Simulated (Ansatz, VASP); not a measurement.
# Ti: VASP beside Ansatz

One calculation is typed for both programs; each brings its own data sets. How far apart do they land? The structure shown is the end of the Ansatz relaxation below.

Program: Ansatz 0.2.0. Level of theory: plane waves, with VASP 6.6.1 beside it; single point at PBEsol. Results are calculated unless marked as measured.

### 1. Starting point

It takes space group P6_3/mmc (No. 194, hexagonal). The conventional cell has a = 2.862 Å, b = 2.862 Å, c = 4.535 Å, α = 90.00°, β = 90.00°, γ = 120.00°. Nearest to Ti lie 12 Ti at 2.81 to 2.86 Å.

### 2. Ansatz: relaxation, PBEsol

Ansatz runs on its PAW soft_1 files.

This run makes the geometry at which the two programs are then compared.

Input file input.yaml:

```yaml
crystal:
  lattice:
    - [2.9009638737, 0.0, 0.0]
    - [-1.4504819368, 2.5123084101, 0.0]
    - [0.0, 0.0, 4.5886504232]
  atoms:
    - { symbol: Ti, position: [0.3333333333, 0.6666666667, 0.75] }
    - { symbol: Ti, position: [0.6666666667, 0.3333333333, 0.25] }
kpoints:
  mp_grid: { grid: [17, 17, 10] }
scf:
  occupations: { method: fermi_dirac, width: 0.05 }
hamiltonian:
  xc: pbesol
  pseudopotentials: { kind: paw, azcp: { folder: soft_1 }, xc_functional: pbe }
basis:
  ecutwfc: 600
output:
  forces: true
  stress: true
  write_density: true
  write_potential: true
  elf: true
  volumetric_format: npy
relax:
  f_tol: 0.005
  max_steps: 70
  cell: { stress_tol: 0.02, p_target: 5 }
```

Command:

```bash
$ ansatz run input.yaml --threads 4 --pin off --max-ram 10240MiB --backend cpu --events-out ev --progress --plain --runs-dir out
```

Numbers of over 12 decimals in the logs are rounded to 6 here.

Output:

```text
Engine: ansatz 0.2.0, aarch64-unknown-linux-gnu
Pseudopotentials: kind: paw
Pseudopotential: Ti, paw, valence charge 12, recommended cutoff 420 eV (normal), soft_1/Ti.paw.azcp
Functional definition: PBEsol
  exchange = pbesol_x
  correlation = pbesol_c
Crystal: 2 atoms, lattice volume = 33.443 Å³
Basis set: ecut = 600 eV, 1093 PW (Γ), exchange–correlation on 48×48×80 points (8 copies of the dense FFT grid, shifted against one another)
Bands: 16, of which v1, the nominal top of the filled ones, is band 12 counted from 1 (11 counted from 0)
Symmetry: 24 space group operations
Space group: P63/mmc (ITA 194), of the structure as read, at distance tolerance 3.2e-5 Å
k-points: 198 of 2890
Non-local potential: Ti, projectors of the file, l = 0: 3, l = 1: 2, l = 2: 3, l = 3: 1
PAW form: soft (Blöchl's): semilocal exchange-correlation on the pseudo side does not see the compensation charge
PAW frozen core: Ti, regenerated for the run's functional, and the local potential with it (the file was generated under x = pbe(κ = 0.804, μ = 0.219515), c = pbe(β = 0.066725))
PAW one-centre angular grid: Ti, 590 points (default); XC on 64 Gauss nodes
Initial density: superposition of atomic densities (chi_scale 0.1, normalization cell)
Initial wavefunctions: pseudopotential atomic-orbital guess
Functional: x = pbesol(κ = 0.804, μ = 0.123457), c = pbesol(β = 0.046)
SCF iter   1: F=—  HF=-4948.281155 eV  |F-HF|=—  |Δ(HF+E_count)|=         —  Δρ=6.43e-2  dr2=1.41e0  ethr=3.10e-3  ⟨swp⟩=3.9  Hψ=12843  notcnv=0
preconditioner: auto → none  [metal: Δε(μ)=0.008 eV  Ē_g=3.256 eV  σ=0.050 eV  W_gap=0.04  n_scr=8 (ndim 8)  ℏωp=18.2 eV  f_vac=0.000  D(μ)=1.57/eV (n_scr^D=22)  sad-step TF]
SCF iter   2: F=—  HF=-4947.928792 eV  |F-HF|=—  |Δ(HF+E_count)|=   3.52e-1  Δρ=3.21e-2  dr2=3.73e-1  ethr=3.10e-3  ⟨swp⟩=2.5  Hψ=6405  notcnv=0
SCF iter   3: F=—  HF=-4947.811310 eV  |F-HF|=—  |Δ(HF+E_count)|=   1.17e-1  Δρ=1.92e-3  dr2=5.76e-4  ethr=1.56e-3  ⟨swp⟩=2.4  Hψ=5207  notcnv=0
SCF iter   4: F=—  HF=-4947.811996 eV  |F-HF|=—  |Δ(HF+E_count)|=   6.86e-4  Δρ=2.43e-4  dr2=1.13e-5  ethr=2.40e-6  ⟨swp⟩=2.4  Hψ=6379  notcnv=0
SCF iter   5: F=—  HF=-4947.812011 eV  |F-HF|=—  |Δ(HF+E_count)|=   1.48e-5  Δρ=6.37e-5  dr2=8.18e-7  ethr=4.73e-8  ⟨swp⟩=2.0  Hψ=3937  notcnv=0
SCF iter   6: F=-4947.812011 eV  HF=-4947.812011 eV  |F-HF|=1.37e-8  |Δ(HF+E_count)|=   3.19e-7  Δρ=9.86e-6  dr2=1.88e-8  ethr=4.17e-10  ⟨swp⟩=7.0  Hψ=16928  notcnv=0
SCF 1 converged in 6 iterations: F = -4947.812011 eV  dr2 = 1.88e-8
  greatest PAW one-centre occupation: 0.999 electrons in one spin orbital (limit 2), on the Ti atom at site 1 (counted from 0), in its partial waves of l = 0
relax step   1: F+E_penalty+E_count = -4947.81201062 eV  Δ(F+E_penalty+E_count) = +0.000e0 eV  max|allowed force component| = 4.071e-16 eV/Å  Δτ_max = 0.0000 Å  P = -0.007 GPa  Ω = 33.443 Å³  (6 SCF iters, dr2 threshold 1.00e-7 eV, accepted)
[...]
relax step   4: F+E_penalty+E_count = -4947.79259637 eV  Δ(F+E_penalty+E_count) = +2.068e-3 eV  max|allowed force component| = 3.886e-16 eV/Å  Δτ_max = 0.0000 Å  P = +5.012 GPa  Ω = 32.156 Å³  energy of the carried Pulay correction = +9.384e-5 eV  (6 SCF iters, dr2 threshold 2.00e-7 eV, accepted)
[...]
relax step   5: F+E_penalty+E_count = -4947.79268279 eV  Δ(F+E_penalty+E_count) = -8.642e-5 eV  max|allowed force component| = 3.654e-16 eV/Å  Δτ_max = 0.0000 Å  P = +5.001 GPa  Ω = 32.159 Å³  energy of the carried Pulay correction = +9.362e-5 eV  (6 SCF iters, accepted)
[...]
relax step   6: F+E_penalty+E_count = -4947.79259311 eV  Δ(F+E_penalty+E_count) = +8.968e-5 eV  max|allowed force component| = 3.654e-16 eV/Å  Δτ_max = 0.0000 Å  P = +5.000 GPa  Ω = 32.159 Å³  stress off target by 9.61e-3 GPa  SCF on the basis re-selected at this cell (its energy is not comparable with the rows above)  (8 SCF iters)
basis re-selected at this cell: Δ(F+E_penalty+E_count) = +8.968e-5 eV, ΔP = -0.001 GPa vs the last step (what re-selecting the basis moved, of the pressure what is left beyond the Pulay correction that the steps carried, after the strain that the cell walked since its last selection, with what the two solves' SCF thresholds leave and, on support functions, any second-order correction that the steps lacked; it is no m [...]
SCF converged after 8 iterations
Free energy (F): -4947.792593 eV
Harris-Foulkes:  -4947.792593 eV  (|F-HF|=0.00e0)
Internal energy: -4947.776405 eV  (E = F + TS)
E sigma→0 (E₀):  -4947.784499 eV
Entropy (-TS):   -0.016189 eV (-8.094 meV/atom)
Fermi energy:    14.412091 eV
--- Per-component energies (eV) ---
  E_band       = -286.022908
  E_kinetic    = 565.912917
  E_local      = -1661.785105  (includes V_loc(G=0)·N_el)
  E_nonlocal   = 124.314889
  E_hartree    = 662.811830
  E_xc         = -231.612163
  E_vxc        = -291.455560  (∫ρ·V_xc dr)
  E_paw        = -2035.299634  (= ΣΔE_a)
  E_vpaw       = -348.633674  (= ΣTr[D̂ρ^β])
  E_aug_tail   = -0.000036  (compensation charges beyond the density's cutoff)
  E_ewald      = -2372.397872
  E_core_change = 0.278769  (= ΣΔE_core)
  E_smearing   = -0.016189  (= −TS)
  E_closure    = -0.000000  (closes the sum)
  Σ components = -4947.792593   (vs F -4947.792593, Δ=0.00e0)
--- Forces (eV/Å), atoms counted from 1 ---
  atom   1  Ti     0.00000000    -0.00000000    -0.00000000
  atom   2  Ti    -0.00000000     0.00000000     0.00000000
  max |Σ_I F_I| component: 3.70e-17 eV/Å
--- Stress (GPa, compression-positive) ---
        5.004160       0.000000       0.000000
        0.000000       5.004160       0.000000
        0.000000       0.000000       4.990386
  P = ⅓ Tr σ = 4.9996 GPa (49.996 kbar)
--- Band table (eV; the first three rows and the last of 198) ---
  k-point 0: bands = [... 8 lower, 8.0626, 11.5237, 15.2235, 15.2235, 15.3607, 15.4007, 15.7861, 15.7861]
  k-point 1: bands = [... 8 lower, 8.1534, 11.4947, 15.1760, 15.1760, 15.2344, 15.3083, 15.7333, 15.7333]
  k-point 2: bands = [... 8 lower, 8.4201, 11.3764, 14.8619, 15.0908, 15.0908, 15.1600, 15.5962, 15.5962]
  k-point 197: bands = [... 8 lower, 12.8706, 12.8706, 13.3951, 13.3951, 14.2255, 14.2255, 16.2308, 16.2308]
--- Relaxed structure (5 steps of the walk, 4 accepted, 1 SCFs on fresh bases) ---
  F+E_penalty+E_count = -4947.79259311 eV   max|allowed force component| = 3.654e-16 eV/Å   (the final SCF, on the basis selected at the relaxed cell)
  cell:  # Å, volume = 32.1588 Å³
    - [2.861620, -2.8476040118635316e-11, 0]
    - [-1.430810, 2.478236, 0]
    - [0, 0, 4.534673]
  atoms:
    - { symbol: Ti, position: [0.333333, 0.666667, 0.750000] }
    - { symbol: Ti, position: [0.666667, 0.333333, 0.25] }
```

### 3. VASP: single point, PBEsol, pair 1

The same cell, functional, mesh and smearing now go to VASP, with its own data sets.

Lines of VASP's logs that name or quote its potential files are left out, and so is its time.

Input file INCAR:

```
SYSTEM = Ti
PREC = Accurate
ENCUT = 500
EDIFF = 1E-06
NELM = 120
ISMEAR = -1
SIGMA = 0.05
LREAL = .FALSE.
ALGO = Normal
GGA = PS
NBANDS = 18
LASPH = .TRUE.
LORBIT = 11
LWAVE = .FALSE.
LCHARG = .FALSE.
ISIF = 2
GGA_COMPAT = .FALSE.
KPAR = 2
```

Input file POSCAR:

```
Ti
1.0
    2.8616198742      0.0000000000      0.0000000000
   -1.4308099371      2.4782355071      0.0000000000
    0.0000000000      0.0000000000      4.5346729693
Ti
2
Direct
    0.3333333334      0.6666666668      0.7500000000
    0.6666666668      0.3333333334      0.2500000000
```

Input file KPOINTS:

```
Automatic mesh
0
Gamma
17 17 10
0 0 0
```

The projector-augmented-wave data sets are Ti_sv (PBE family, release 64).

Command:

```bash
$ mpirun -np 2 vasp_std
```

Output:

```text
[banner, memory and clock lines left out]
running    2 mpi-ranks, on    1 nodes
 distrk:  each k-point on    1 cores,    2 groups
 distr:  one band on    1 cores,    1 groups

 POSCAR found type information on POSCAR Ti
 POSCAR found :  1 types and       2 ions
|                                                                             |
|               ----> ADVICE to this user running VASP <----                  |
|                                                                             |
|     You enforced a specific xc type in the INCAR file but a different       |
|     [... a line on the potential file left out ...]
|     I HOPE YOU KNOW WHAT YOU ARE DOING!                                     |
|                                                                             |

 LDA part: xc-table for (Slater+PW92), standard interpolation
 POSCAR, INCAR and KPOINTS ok, starting setup
 FFT: planning ... GRIDC
 FFT: planning ... GRID_SOFT
 FFT: planning ... GRID
 WAVECAR not read
 entering main loop
       N       E                     dE             d eps       ncg     rms          rms(c)
DAV:   1     0.252330213099E+03    0.25233E+03   -0.12940E+04  7128   0.165E+03
DAV:   2     0.108320136835E+02   -0.24150E+03   -0.23832E+03  7256   0.449E+02
DAV:   3    -0.176351281858E+02   -0.28467E+02   -0.28188E+02 13462   0.127E+02
DAV:   4    -0.187128450635E+02   -0.10777E+01   -0.10769E+01  8058   0.262E+01
DAV:   5    -0.187634509366E+02   -0.50606E-01   -0.50597E-01 11178   0.407E+00    0.134E+01
DAV:   6    -0.166683761856E+02    0.20951E+01   -0.73145E+00  8370   0.291E+01    0.349E+00
DAV:   7    -0.166456550602E+02    0.22721E-01   -0.88861E-01 10858   0.733E+00    0.214E+00
DAV:   8    -0.166791585347E+02   -0.33503E-01   -0.25071E-01  8200   0.605E+00    0.816E-01
DAV:   9    -0.166689493137E+02    0.10209E-01   -0.56228E-02  8352   0.261E+00    0.799E-02
DAV:  10    -0.166694476519E+02   -0.49834E-03   -0.36027E-03 10418   0.407E-01    0.968E-02
DAV:  11    -0.166694744802E+02   -0.26828E-04   -0.22199E-04  8846   0.125E-01    0.398E-02
DAV:  12    -0.166694642776E+02    0.10203E-04   -0.43504E-05  8582   0.625E-02    0.362E-03
DAV:  13    -0.166694641343E+02    0.14325E-06   -0.15368E-06  5830   0.104E-02
   1 F= -.16669464E+02 E0= -.16661319E+02  d E =-.162897E-01
```

OUTCAR, selected parts (step 3):

```text
ion  position               nearest neighbor table
   1  0.333  0.667  0.750-   2 2.81   2 2.81   2 2.81   2 2.81   2 2.81   2 2.81
   2  0.667  0.333  0.250-   1 2.81   1 2.81   1 2.81   1 2.81   1 2.81   1 2.81

  LATTYP: Found a hexagonal cell.
 ALAT       =     2.8616198742
 C/A-ratio  =     1.5846524586

 Subroutine GETGRP returns: Found 24 space group operations
 (whereof 12 operations were pure point group operations)

The static configuration has the point symmetry D_3d.
 The point group associated with its full space group is D_6h.

 Found    198 irreducible k-points:

   k-points           NKPTS =    198   k-points in BZ     NKDIM =    198   number of bands    NBANDS=     18

   dimension x,y,z NGX =    24 NGY =   24 NGZ =   36
   dimension x,y,z NGXF=    48 NGYF=   48 NGZF=   72

   ENCUT  =  500.0 eV  36.75 Ry    6.06 a.u.   5.22  5.22  8.27*2*pi/ulx,y,z

   NELECT =      24.0000    total number of electrons

 k-points in reciprocal lattice and weights: Automatic mesh
   0.00000000  0.00000000  0.00000000       0.000
   0.05882353 -0.00000000  0.00000000       0.002
   0.11764706 -0.00000000  0.00000000       0.002
   0.17647059  0.00000000  0.00000000       0.002
   0.23529412 -0.00000000  0.00000000       0.002
   0.29411765  0.00000000  0.00000000       0.002
   0.35294118  0.00000000  0.00000000       0.002
   0.41176471  0.00000000  0.00000000       0.002
   0.47058824 -0.00000000  0.00000000       0.002
[...]
0.29411765  0.29411765  0.50000000       0.002
   0.35294118  0.29411765  0.50000000       0.002

 average (electrostatic) potential at core
       1 -71.2807       2 -71.2807

 E-fermi :   9.0499

 k-point     1 :       0.0000    0.0000    0.0000
  band No.  band energies     occupation
    ...
      6     -23.3270      2.00000
      7     -23.2947      2.00000
      8     -23.2947      2.00000
      9       2.6601      2.00000
     10       6.1542      2.00000
     11       9.8581      0.00000
     12       9.8581      0.00000
     13       9.9921      0.00000
     14      10.0550      0.00000
     15      10.4178      0.00000
    ...

 k-point     2 :       0.0588   -0.0000    0.0000
  band No.  band energies     occupation
    ...
      6     -23.3312      2.00000
      7     -23.3162      2.00000
      8     -23.2973      2.00000
      9       2.7655      2.00000
     10       6.2387      2.00000
     11       9.6321      0.00002
     12       9.8222      0.00000
     13       9.9347      0.00000
     14      10.1726      0.00000
     15      10.3623      0.00000
    ...

 k-point     3 :       0.1176   -0.0000    0.0000
  band No.  band energies     occupation
    ...
      6     -23.3771      2.00000
      7     -23.3436      2.00000
      8     -23.3050      2.00000
      9       3.0743      2.00000
     10       6.4751      2.00000
     11       9.2926      0.01548
     12       9.3022      0.01279
     13      10.1600      0.00000
     14      10.1841      0.00000
     15      10.4357      0.00000
    ...

  Total        0.9312771      0.9312771      0.9309319      0.0000000      0.0000000      0.0000000
  in kB       46.3969069     46.3969069     46.3797065      0.0000000      0.0000000      0.0000000
  external PRESSURE =      46.3911734 kB  Pullay stress =       0.0000000 kB

  energy-cutoff  :      500.00
  volume of cell :       32.16
      direct lattice vectors                 reciprocal lattice vectors
     2.861619874  0.000000000  0.000000000     0.349452423  0.201756451  0.000000000
    -1.430809937  2.478235507  0.000000000     0.000000000  0.403512901  0.000000000
     0.000000000  0.000000000  4.534672969     0.000000000  0.000000000  0.220523069

 POSITION                                       TOTAL-FORCE (eV/Angst)
 -----------------------------------------------------------------------------------
      0.00000      1.65216      3.40100         0.000000     -0.000000     -0.000000
      1.43081      0.82608      1.13367        -0.000000      0.000000      0.000000
 -----------------------------------------------------------------------------------
    total drift:                               -0.000000     -0.000000      0.000000

  FREE ENERGIE OF THE ION-ELECTRON SYSTEM (eV)
  ---------------------------------------------------
  free  energy   TOTEN  =       -16.6694641343 eV

  energy  without entropy=      -16.6531744194  energy(sigma->0) =      -16.66131928

 total charge
# of ion       s       p       d       tot
------------------------------------------
    1        2.268   6.137   1.945  10.350
    2        2.268   6.137   1.945  10.350
--------------------------------------------------
tot          4.536  12.274   3.891  20.700

[... 3 further parts left out ...]
```

The run ends at a pressure of 4.64 GPa.

### 4. Comparison

Known differences besides the potentials themselves: the cutoff is 600 eV in Ansatz and 500 eV in VASP; Ansatz makes its cores anew for this functional, VASP keeps those of its PBE data sets; Ansatz's pressure holds a Pulay correction, VASP's none. Total energies have different zeros and are not compared.

Compared:

| quantity | Ansatz | VASP | difference |
| --- | --- | --- | --- |
| pressure (GPa) | 5.00 | 4.64 | +0.36 |

### 5. Ansatz: relaxation, PBEsol

This run makes the geometry at which the two programs are then compared. The cell compared in this pair holds 30.12 Å³, against 32.16 Å³ for the pair before.

The structure compared here is the end of the Ansatz relaxation.

Edit input.yaml of step 2 so:

```diff
@@ -27,2 +27,2 @@
   max_steps: 70
-  cell: { stress_tol: 0.02, p_target: 5 }
+  cell: { stress_tol: 0.02, p_target: 15 }
```

Command:

```bash
$ ansatz run input.yaml --threads 4 --pin off --max-ram 10240MiB --backend cpu --events-out ev --progress --plain --runs-dir out
```

Output:

```text
[...]
Crystal: 2 atoms, lattice volume = 33.443 Å³
Basis set: ecut = 600 eV, 1093 PW (Γ), exchange–correlation on 48×48×80 points (8 copies of the dense FFT grid, shifted against one another)
Bands: 16, of which v1, the nominal top of the filled ones, is band 12 counted from 1 (11 counted from 0)
Symmetry: 24 space group operations
[...]
k-points: 198 of 2890
[...]
k-point 197: bands = [... 8 lower, 13.8862, 13.8862, 14.4362, 14.4362, 15.3979, 15.3979, 17.4734, 17.4734]
--- Relaxed structure (5 steps of the walk, 5 accepted, 1 SCFs on fresh bases) ---
[...]
cell:  # Å, volume = 30.1155 Å³
    - [2.797504, -2.783800804581588e-11, 0]
    - [-1.398752, 2.422709, 0]
    - [0, 0, 4.443432]
  atoms:
    - { symbol: Ti, position: [0.333333, 0.666667, 0.750000] }
    - { symbol: Ti, position: [0.666667, 0.333333, 0.25] }
[key lines of the parts left out:]
SCF converged after 9 iterations
Free energy (F): -4947.667995 eV
Fermi energy:    15.535849 eV
P = ⅓ Tr σ = 14.9974 GPa (149.974 kbar)
```

### 6. VASP: single point, PBEsol, pair 2

The same cell, functional, mesh and smearing now go to VASP, with its own data sets.

INCAR is that of step 3.

Input file POSCAR:

```
Ti
1.0
    2.7975037214      0.0000000000      0.0000000000
   -1.3987518607      2.4227092899      0.0000000000
    0.0000000000      0.0000000000      4.4434316779
Ti
2
Direct
    0.3333333334      0.6666666668      0.7500000000
    0.6666666668      0.3333333334      0.2500000000
```

KPOINTS is that of step 3.

Command:

```bash
$ mpirun -np 2 vasp_std
```

Output:

```text
[banner, memory and clock lines left out]
running    2 mpi-ranks, on    1 nodes
[...]
[... a notice as in an earlier step ...]

 LDA part: xc-table for (Slater+PW92), standard interpolation
 POSCAR, INCAR and KPOINTS ok, starting setup
[...]
entering main loop
       N       E                     dE             d eps       ncg     rms          rms(c)
DAV:   1     0.251811414993E+03    0.25181E+03   -0.12868E+04  7152   0.167E+03
DAV:   2     0.110811059961E+02   -0.24073E+03   -0.23755E+03  7276   0.451E+02
DAV:   3    -0.173257173289E+02   -0.28407E+02   -0.28052E+02 13392   0.128E+02
DAV:   4    -0.183535641239E+02   -0.10278E+01   -0.10266E+01  8114   0.254E+01
[...]
DAV:  11    -0.165493545089E+02    0.97285E-05   -0.24440E-04  9414   0.138E-01    0.345E-02
DAV:  12    -0.165493450439E+02    0.94650E-05   -0.32196E-05  8618   0.573E-02    0.318E-03
DAV:  13    -0.165493440607E+02    0.98325E-06   -0.17138E-06  5696   0.115E-02
   1 F= -.16549344E+02 E0= -.16541570E+02  d E =-.155474E-01
```

(Continued in part 2 of 2.)

[Lines on the potential files, build, host, timing and source positions are cut from VASP's logs without a mark.]

[Logs are printed without paths, hosts, clocks, repeated set-up lines and the standing remarks that a program may print on its own settings, such as how far it seeks lower states.]

[Hosts, paths, dates, database ids (printed as entryN), source tags and the programs' standing remarks are cut or masked in the printed files.]
